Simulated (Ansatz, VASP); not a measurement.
Two plane-wave programs on HfIn4SiO6

```xyz
12
Lattice="5.2774 0.0000 0.0000 -2.6387 4.5704 0.0000 0.0000 0.0000 10.5590" Properties=species:S:1:pos:R:3 pbc="T T T"
Hf    2.6387    1.5234    0.0000
In    0.0000    0.0000    3.2148
In    0.0000    0.0000    7.3442
In    0.0000    3.0469    8.3331
In    0.0000    3.0469    2.2260
Si    0.0000    0.0000    0.0000
O     3.2747    3.2219    9.5002
O     1.4858    0.1234    1.0589
O     0.8498    1.2250    9.5002
O     2.0027    3.2219    1.0589
O     3.7916    0.1234    9.5002
O     4.4277    1.2250    1.0589
```

The cell was built by a generator and needn't be a form met in nature.

Alike in both runs: task single point; functional PBE-based screened hybrid; k mesh 3 × 3 × 1; occupations fermi-dirac, width 0.05 eV; no spin polarisation.

|  | VASP | Ansatz |
| --- | --- | --- |
| version | VASP 6.6.1 | Ansatz 0.2.0 |
| potentials or method | VASP PAW PBE potentials, release 64 (Hf_pv, In_d, Si, O) | Ansatz PAW |
| plane-wave cutoff (eV) | 520 | 420 |
| valence electrons in the cell | 102 | 118 |

|  | VASP | Ansatz | Ansatz less VASP |
| --- | --- | --- | --- |
| gap on the k mesh at the Fermi level (eV) | 0.11 | 0.12 | +0.011 |
| least direct gap on the mesh (eV) | 1.94 | 1.97 | +0.029 |
| pressure (GPa) | -3.3 | -2.8 | +0.51 |
| largest component of the traceless stress (GPa) | 0.77 | 0.55 | -0.220 |
| rms of the force components (eV/Å) | 0.145 | 0.124 | -0.0218 |

Atom by atom the forces differ by 0.084 eV/Å (rms over components). The two sets of potentials don't hold the same shells in valence.

Caveats: spin-orbit coupling is left out, which moves the levels of the heavy elements; the k mesh is coarse (spacing up to 0.60 Å⁻¹), so the values aren't converged (VASP); the PAW data sets were made with another functional, which shifts forces and pressure a little (VASP); an odd mesh through Γ misses points on the zone boundary, where band edges often lie (VASP); the k mesh is coarse (spacing up to 0.60 Å⁻¹), so the values aren't converged, least of all with exact exchange (Ansatz); odd divisions of the mesh miss points on the zone boundary, where band edges often lie, so the gap on the mesh can be too wide (Ansatz); the PAW data sets come from PBE, with cores solved anew for the run's functional, which leaves a small shift of forces and pressure (Ansatz).
